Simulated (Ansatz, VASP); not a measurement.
# Cross-check of Al6Si4O17 (aluminosilicate glass) between VASP and Ansatz

Aim: how closely do two programs agree when they are given the same cell, functional and k mesh? The structure shown is the start of the Ansatz relaxation below; VASP solves that cell, so the two are compared at the walk's first step.

Program: Ansatz 0.2.0. Level of theory: plane waves, with VASP 6.6.1 beside it; single point at PBE. Results are calculated unless marked as measured.

**1. The structure**

The cell holds 27 atoms: 4 Si, 6 Al and 17 O. Its edges and angles: a = 6.950 Å, b = 6.950 Å, c = 6.950 Å, α = 90.0°, β = 90.0°, γ = 90.0°. As first built, before any earlier steps moved the atoms (in the runner's words): kind aluminosilicate glass; units_of_the_quenched_model {'SiO2': 4, 'Al2O3': 3}; melt_K 4000; rate_K_ps 50; atoms 27.

**2. Ansatz: relaxation, PBE**

Ansatz runs on its PAW soft_1 files.

The two programs are compared at the cell with which this relaxation starts, whose forces are those of its first step.

The input, input.yaml:

```yaml
crystal:
  lattice:
    - [6.9499207246, 0.0, 0.0]
    - [0.0, 6.9499207246, 0.0]
    - [0.0, 0.0, 6.9499207246]
  atoms:
    - { symbol: Si, position: [0.945778, 0.617105, 0.542474] }
    - { symbol: Si, position: [0.900752, 0.178145, 0.653575] }
    - { symbol: Si, position: [0.272837, 0.48941, 0.256583] }
    - { symbol: Si, position: [0.928389, 0.287916, 0.081351] }
    - { symbol: Al, position: [0.590764, 0.211343, 0.380778] }
    - { symbol: Al, position: [0.204136, 0.91554, 0.719103] }
    - { symbol: Al, position: [0.579049, 0.859833, 0.498189] }
    - { symbol: Al, position: [0.236624, 0.03207, 0.18601] }
    - { symbol: Al, position: [0.903709, 0.754482, 0.035882] }
    - { symbol: Al, position: [0.460354, 0.783314, 0.934438] }
    - { symbol: O, position: [0.345651, 0.61862, 0.082718] }
    - { symbol: O, position: [0.925231, 0.175622, 0.881941] }
    - { symbol: O, position: [0.440453, 0.998354, 0.329614] }
    - { symbol: O, position: [0.157251, 0.283087, 0.176809] }
    - { symbol: O, position: [0.443707, 0.399431, 0.376074] }
    - { symbol: O, position: [0.309481, 0.990326, 0.941189] }
    - { symbol: O, position: [0.686452, 0.818853, 0.970612] }
    - { symbol: O, position: [0.764797, 0.717529, 0.449968] }
    - { symbol: O, position: [0.419407, 0.7897, 0.672245] }
    - { symbol: O, position: [0.125849, 0.590997, 0.399263] }
    - { symbol: O, position: [0.09423, 0.080533, 0.576676] }
    - { symbol: O, position: [0.770152, 0.226865, 0.22463] }
    - { symbol: O, position: [0.700425, 0.084182, 0.578418] }
    - { symbol: O, position: [0.88643, 0.399778, 0.595681] }
    - { symbol: O, position: [0.034378, 0.90428, 0.169878] }
    - { symbol: O, position: [0.021742, 0.741898, 0.731361] }
    - { symbol: O, position: [0.913656, 0.512068, 0.047916] }
  symmetry: { detect: false }
kpoints:
  mp_grid: { grid: [2, 2, 2] }
scf:
  occupations: { method: fermi_dirac, width: 0.05 }
hamiltonian:
  xc: pbe
  pseudopotentials: { kind: paw, azcp: { folder: soft_1 } }
output:
  forces: true
  stress: true
relax:
  f_tol: 0.04
  max_steps: 100
  escape_saddle: false
  cell: { stress_tol: 0.4, fix: [] }
```

Command:

```sh
$ ansatz run input.yaml --threads 4 --pin off --max-ram 14336MiB --backend cpu --events-out ev --progress --plain --runs-dir out
```

Numbers of over 12 decimals in the logs are rounded to 6 here.

Output:

```text
Engine: ansatz 0.2.0, aarch64-unknown-linux-gnu
Pseudopotentials: kind: paw
Pseudopotential: Si, paw, valence charge 4, recommended cutoff 420 eV (normal), soft_1/Si.paw.azcp
Pseudopotential: Al, paw, valence charge 3, recommended cutoff 420 eV (normal), soft_1/Al.paw.azcp
Pseudopotential: O, paw, valence charge 6, recommended cutoff 420 eV (normal), soft_1/O.paw.azcp
Functional definition: PBE
  parameter kappa = 0.804
  parameter beta = 0.066725
  exchange = pbe_x(kappa = kappa, mu = beta*pi^2/3)
  correlation = pbe_c(beta = beta)
Crystal: 27 atoms, lattice volume = 335.691 Å³
Basis set: ecut = 420 eV, 6619 PW (Γ), exchange–correlation on 96×96×96 points (8 copies of the dense FFT grid, shifted against one another)
Bands: 95, of which v1, the nominal top of the filled ones, is band 68 counted from 1 (67 counted from 0)
Symmetry: 1 space group operations
k-points: 8
Non-local potential: Si, projectors of the file, l = 0: 2, l = 1: 2, l = 2: 1
Non-local potential: Al, projectors of the file, l = 0: 2, l = 1: 2, l = 2: 1
Non-local potential: O, projectors of the file, l = 0: 2, l = 1: 2, l = 2: 1
PAW form: soft (Blöchl's): semilocal exchange-correlation on the pseudo side does not see the compensation charge
PAW one-centre angular grid: Si, 110 points (default); XC on 64 Gauss nodes
PAW one-centre angular grid: Al, 110 points (default); XC on 64 Gauss nodes
PAW one-centre angular grid: O, 110 points (default); XC on 64 Gauss nodes
Initial density: superposition of atomic densities (chi_scale 0.1, normalization cell, long waves kept (reshape's long-wave potential 0.09 eV rms))
Initial wavefunctions: pseudopotential atomic-orbital guess
Functional: x = pbe(κ = 0.804, μ = 0.219515), c = pbe(β = 0.066725)
SCF iter   1: F=—  HF=-15462.615233 eV  |F-HF|=—  |Δ(HF+E_count)|=         —  Δρ=1.37e-1  dr2=6.08e1  ethr=3.10e-3  ⟨swp⟩=6.0  Hψ=3421  notcnv=0  defer=53
preconditioner: auto → Resta (q_TF=auto, 2.347 Å⁻¹)  ε∞=2.8  [insulator: Δε(μ)=6.275 eV  Ē_g=17.575 eV  σ=0.050 eV  W_gap=1.00  n_scr=80 (ndim 8)  ℏωp=23.6 eV  f_vac=0.063  D(μ)=0.00/eV (n_scr^D=0)  ε∞_Penn≈2.8]
SCF iter   2: F=—  HF=-15445.696363 eV  |F-HF|=—  |Δ(HF+E_count)|=    1.69e1  Δρ=4.63e-2  dr2=3.54e0  ethr=3.10e-3  ⟨swp⟩=4.0  Hψ=1924  notcnv=0  defer=170
SCF iter   3: F=—  HF=-15445.191879 eV  |F-HF|=—  |Δ(HF+E_count)|=   5.04e-1  Δρ=2.26e-2  dr2=1.19e0  ethr=2.60e-3  ⟨swp⟩=2.0  Hψ=926  notcnv=0  defer=170
SCF iter   4: F=—  HF=-15445.132218 eV  |F-HF|=—  |Δ(HF+E_count)|=   5.97e-2  Δρ=4.95e-3  dr2=6.57e-2  ethr=8.73e-4  ⟨swp⟩=4.0  Hψ=1167  notcnv=0  defer=170
SCF iter   5: F=—  HF=-15445.129430 eV  |F-HF|=—  |Δ(HF+E_count)|=   2.79e-3  Δρ=1.62e-3  dr2=9.45e-3  ethr=4.83e-5  ⟨swp⟩=2.1  Hψ=1406  notcnv=0  defer=170
SCF iter   6: F=—  HF=-15445.136872 eV  |F-HF|=—  |Δ(HF+E_count)|=   7.44e-3  Δρ=5.88e-4  dr2=1.34e-3  ethr=6.95e-6  ⟨swp⟩=2.0  Hψ=1059  notcnv=0  defer=170
SCF iter   7: F=—  HF=-15445.137499 eV  |F-HF|=—  |Δ(HF+E_count)|=   6.27e-4  Δρ=3.63e-4  dr2=3.72e-4  ethr=9.82e-7  ⟨swp⟩=2.0  Hψ=1095  notcnv=0  defer=170
SCF iter   8: F=—  HF=-15445.137465 eV  |F-HF|=—  |Δ(HF+E_count)|=   3.45e-5  Δρ=6.13e-5  dr2=1.54e-5  ethr=2.74e-7  ⟨swp⟩=2.0  Hψ=1041  notcnv=0  defer=170
SCF iter   9: F=—  HF=-15445.137986 eV  |F-HF|=—  |Δ(HF+E_count)|=   5.21e-4  Δρ=4.22e-5  dr2=4.44e-6  ethr=1.13e-8  ⟨swp⟩=2.0  Hψ=1134  notcnv=0  defer=170
SCF iter  10: F=—  HF=-15445.137985 eV  |F-HF|=—  |Δ(HF+E_count)|=   7.05e-7  Δρ=1.04e-5  dr2=3.32e-7  ethr=3.27e-9  ⟨swp⟩=2.0  Hψ=1099  notcnv=0  defer=170
SCF iter  11: F=-15445.137985 eV  HF=-15445.137985 eV  |F-HF|=2.15e-8  |Δ(HF+E_count)|=   1.99e-7  Δρ=3.83e-6  dr2=4.58e-8  ethr=7.35e-11  ⟨swp⟩=4.4  Hψ=2427  notcnv=0
SCF 1 converged in 11 iterations: F = -15445.137985 eV  dr2 = 4.58e-8
  greatest PAW one-centre occupation: 0.864 electrons in one spin orbital (limit 2), on the O atom at site 21 (counted from 0), in its partial waves of l = 0
relax step   1: F+E_penalty+E_count = -15445.13798536 eV  Δ(F+E_penalty+E_count) = +0.000e0 eV  max|allowed force component| = 1.794e0 eV/Å  Δτ_max = 0.0000 Å  P = +11.501 GPa  Ω = 335.691 Å³  (11 SCF iters, dr2 threshold 1.00e-7 eV, accepted)
[...]
relax step   9: F+E_penalty+E_count = -15446.72707424 eV  Δ(F+E_penalty+E_count) = -1.159e-4 eV  max|allowed force component| = 1.767e-2 eV/Å  Δτ_max = 0.0099 Å  P = +0.016 GPa  Ω = 353.147 Å³  energy of the carried Pulay correction = -2.267e-3 eV  (6 SCF iters, dr2 threshold 6.02e-7 eV, accepted)
[...]
relax step  10: F+E_penalty+E_count = -15446.72933711 eV  Δ(F+E_penalty+E_count) = -2.263e-3 eV  max|allowed force component| = 1.775e-2 eV/Å  Δτ_max = 0.0000 Å  P = +0.019 GPa  Ω = 353.147 Å³  stress off target by 4.93e-2 GPa  SCF on the basis re-selected at this cell (its energy is not comparable with the rows above)  (4 SCF iters)
basis re-selected at this cell: Δ(F+E_penalty+E_count) = -2.263e-3 eV, ΔP = +0.003 GPa vs the last step (what re-selecting the basis moved, of the pressure what is left beyond the Pulay correction that the steps carried, after the strain that the cell walked since its last selection, with what the two solves' SCF thresholds leave and, on support functions, any second-order correction that the steps lacked; it is no m [...]
SCF converged after 4 iterations
Free energy (F): -15446.729337 eV
Harris-Foulkes:  -15446.729337 eV  (|F-HF|=5.74e-9)
Internal energy: -15446.729337 eV  (E = F + TS)
E sigma→0 (E₀):  -15446.729337 eV
Fermi energy:    5.178919 eV
--- Per-component energies (eV) ---
  E_band       = -527.574057
  E_kinetic    = 3236.100531
  E_local      = -8836.012032  (includes V_loc(G=0)·N_el)
  E_nonlocal   = 1035.373067
  E_hartree    = 3376.688396
  E_xc         = -1681.003139
  E_vxc        = -1934.577917  (∫ρ·V_xc dr)
  E_paw        = -7643.468915  (= ΣΔE_a)
  E_vpaw       = -781.850223  (= ΣTr[D̂ρ^β])
  E_aug_tail   = 0.013662  (compensation charges beyond the density's cutoff)
  E_ewald      = -4934.420908
  E_smearing   = -0.000000  (= −TS)
  E_closure    = -0.000000  (closes the sum)
  Σ components = -15446.729337   (vs F -15446.729337, Δ=0.00e0)
--- Forces (eV/Å), atoms counted from 1 ---
  atom   1  Si     0.00745372     0.00866723    -0.00664023
  atom   2  Si     0.00677114    -0.01083445     0.00737806
  atom   3  Si    -0.00906902     0.00546661    -0.00930882
  atom   4  Si     0.00049780     0.01774529    -0.00123522
  atom   5  Al    -0.00823602     0.00446640     0.00134656
  atom   6  Al     0.00503802     0.00344201    -0.01000722
  atom   7  Al    -0.00449243    -0.00586779     0.00015942
  atom   8  Al    -0.00431220     0.00146593     0.00045149
  atom   9  Al     0.00116714    -0.00415887     0.00753996
  atom  10  Al     0.00111307    -0.01137006    -0.00440418
  atom  11  O     -0.00048477    -0.00658684     0.00124559
  atom  12  O     -0.00077164    -0.00330912    -0.01050826
  atom  13  O     -0.00539785    -0.00007872     0.00757680
  atom  14  O      0.00007418    -0.01003304     0.00043238
  atom  15  O      0.00808704    -0.00266583     0.00308697
  atom  16  O     -0.01266089     0.01160562     0.00589722
  atom  17  O      0.00709548    -0.00184157    -0.00159273
  atom  18  O      0.00147661    -0.00300720     0.00664961
  atom  19  O     -0.00301338    -0.00261046    -0.00378968
  atom  20  O      0.00352703     0.00609945     0.00517973
  atom  21  O     -0.00536511     0.00130282     0.00184683
  atom  22  O      0.00977292     0.00616475    -0.00506532
  atom  23  O      0.00051079    -0.00409574    -0.00100903
  atom  24  O     -0.00319442    -0.00466784    -0.00118142
  atom  25  O      0.00624455    -0.00004787    -0.00463901
  atom  26  O      0.00135039     0.00672050     0.00587021
  atom  27  O     -0.00314974    -0.00198564     0.00471436
  max |Σ_I F_I| component: 3.24e-5 eV/Å
--- Stress (GPa, compression-positive) ---
       -0.007002      -0.014220      -0.023456
       -0.014235       0.023483      -0.005241
       -0.023454      -0.005222       0.039564
  P = ⅓ Tr σ = 0.0187 GPa (0.187 kbar)
--- Relaxed structure (8 steps of the walk, 8 accepted, 2 SCFs on fresh bases) ---
  F+E_penalty+E_count = -15446.72933711 eV   max|allowed force component| = 1.775e-2 eV/Å   (the final SCF, on the basis selected at the relaxed cell)
  cell:  # Å, volume = 353.1470 Å³
    - [7.154355, -0.028964, -0.087588]
    - [-0.028964, 7.153628, -0.183113]
    - [-0.087588, -0.183113, 6.906043]
  atoms:
    - { symbol: Si, position: [0.948030, 0.620582, 0.547415] }
    - { symbol: Si, position: [0.912282, 0.190962, 0.649188] }
    - { symbol: Si, position: [0.269570, 0.482337, 0.260334] }
    - { symbol: Si, position: [0.929283, 0.301164, 0.078050] }
    - { symbol: Al, position: [0.587882, 0.212420, 0.365419] }
    - { symbol: Al, position: [0.201163, 0.927463, 0.724082] }
    - { symbol: Al, position: [0.584761, 0.869442, 0.518006] }
    - { symbol: Al, position: [0.223531, 0.022086, 0.196944] }
    - { symbol: Al, position: [0.910026, 0.751427, 0.00206773] }
    - { symbol: Al, position: [0.454210, 0.765444, 0.936679] }
    - { symbol: O, position: [0.344659, 0.601192, 0.083770] }
    - { symbol: O, position: [0.929590, 0.163499, 0.880998] }
    - { symbol: O, position: [0.443595, 0.999550, 0.336715] }
    - { symbol: O, position: [0.150079, 0.275656, 0.183563] }
    - { symbol: O, position: [0.438081, 0.398531, 0.387858] }
    - { symbol: O, position: [0.311405, 0.976487, 0.957453] }
    - { symbol: O, position: [0.685339, 0.800196, 0.939710] }
    - { symbol: O, position: [0.762969, 0.715937, 0.461575] }
    - { symbol: O, position: [0.405578, 0.792958, 0.666641] }
    - { symbol: O, position: [0.126770, 0.597928, 0.404844] }
    - { symbol: O, position: [0.099609, 0.087331, 0.567458] }
    - { symbol: O, position: [0.766763, 0.238170, 0.212053] }
    - { symbol: O, position: [0.705481, 0.100284, 0.569869] }
    - { symbol: O, position: [0.891664, 0.409053, 0.604716] }
    - { symbol: O, position: [0.020552, 0.897936, 0.175021] }
    - { symbol: O, position: [0.024536, 0.748227, 0.747029] }
    - { symbol: O, position: [0.934274, 0.515019, 0.035917] }
```

(Continued in part 2 of 2.)

[Lines on the potential files, build, host, timing and source positions are cut from VASP's logs without a mark.]

[Logs are printed without paths, hosts, clocks, repeated set-up lines and the standing remarks that a program may print on its own settings, such as how far it seeks lower states.]

[Hosts, paths, dates, database ids (printed as entryN), source tags and the programs' standing remarks are cut or masked in the printed files.]
